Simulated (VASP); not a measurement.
InSb2As3:

```
CELL_PARAMETERS angstrom
-4.00441 4.08038 17.05308
2.09169 -2.06101 8.55248
1.92834 1.98715 -8.53144
ATOMIC_POSITIONS crystal
In 0.02048 0.97865 0.01631
In 0.49737 0.96620 0.96095
Sb 0.35100 0.67673 0.00212
Sb 0.85369 0.65260 0.03690
Sb 0.15930 0.31947 0.96268
Sb 0.68593 0.30073 0.02216
As 0.08364 0.16775 0.00780
As 0.54358 0.19960 0.98150
As 0.40719 0.84607 0.02056
As 0.94446 0.85809 0.04949
As 0.25134 0.51970 0.05421
As 0.75302 0.54720 0.09194
```

The cell was built by a generator and needn't be a form met in nature.

| Quantity | Value |
| --- | --- |
| Program | VASP 6.6.1 |
| Task | relaxation of cell and atoms |
| Functional | PBE |
| Potentials or basis | VASP PAW PBE potentials, release 64 (In_d, Sb, As) |
| Cutoff | 520 eV |
| k mesh | 4 × 4 × 4 |
| Occupations | gaussian, width 0.15 eV |
| Spin | no spin polarisation |

At the start: pressure 11.0 GPa; volume 23.03 Å³/atom.

Q: Where does the relaxation end?

A: Over 38 steps the energy falls by 255.5 meV/atom and the volume is 25.96 Å³/atom (+12.7 %); space group P1 (No. 1, to 0.05 Å).

The path:
```
step  energy change (eV)  largest force (eV/Å)  pressure (GPa)  volume (Å³)
   1              0.0000                6.0782           11.00       276.41
   2             -1.3398                0.9651           -5.49       344.20
   3             -2.1358                1.1909           -0.92       311.53
   4             -2.1362                1.2023           -0.67       310.80
   5             -2.4039                1.0986           -0.61       308.87
   6             -2.6193                0.8605            0.01       305.09
   7             -2.8128                0.6327            0.24       303.60
   8             -2.8583                0.5446            0.54       302.50
   9             -2.9590                0.3766           -0.19       306.62
  10             -2.9789                0.3088           -0.60       309.42
  11             -3.0051                0.2190            0.49       304.97
  12             -3.0059                0.2132            0.40       305.55
  13             -3.0301                0.1539            0.20       307.24
  14             -3.0356                0.1608            0.10       308.36
  15             -3.0457                0.1110           -0.10       309.92
  16             -3.0469                0.0971           -0.26       310.72
  17             -3.0527                0.0790           -0.07       310.17
  18             -3.0542                0.1063            0.25       309.38
  19             -3.0546                0.0925            0.17       309.64
  20             -3.0571                0.1028            0.00       310.50
  21             -3.0576                0.1117           -0.03       310.87
  22             -3.0573                0.1102           -0.16       311.61
  23             -3.0577                0.1102           -0.04       311.07
  24             -3.0599                0.0602           -0.02       311.29
  25             -3.0611                0.0586           -0.03       311.57
  26             -3.0619                0.0435            0.03       311.38
  27             -3.0622                0.0506            0.07       311.26
  28             -3.0628                0.0383            0.01       311.53
  29             -3.0632                0.0453           -0.09       311.97
  30             -3.0639                0.0428           -0.02       311.59
  31             -3.0641                0.0421            0.02       311.39
  32             -3.0643                0.0486            0.10       311.00
  33             -3.0646                0.0493            0.08       310.97
  34             -3.0653                0.0515            0.07       310.90
  35             -3.0655                0.0560            0.06       310.75
  36             -3.0656                0.0525            0.07       310.83
  37             -3.0661                0.0384            0.03       311.10
  38             -3.0664                0.0299           -0.09       311.58
```

Final structure:
```
In Sb As
1.0
    -4.50067    4.81375   18.36740
     1.96689   -1.79503    8.96629
     2.18881    1.73093   -9.03814
In Sb As
2 4 6
Direct
  0.01986 0.98892 0.01839
  0.51721 0.00190 0.02601
  0.35772 0.66422 0.03456
  0.85722 0.66299 0.03273
  0.18721 0.33125 0.03356
  0.68716 0.33487 0.03626
  0.06655 0.17902 0.99285
  0.56662 0.18035 0.99499
  0.40172 0.84726 0.00233
  0.90140 0.84879 0.00288
  0.24531 0.48655 0.00863
  0.74302 0.50666 0.02343
```

Caveat: the k mesh is coarse (spacing up to 0.56 Å⁻¹), so the values aren't converged.
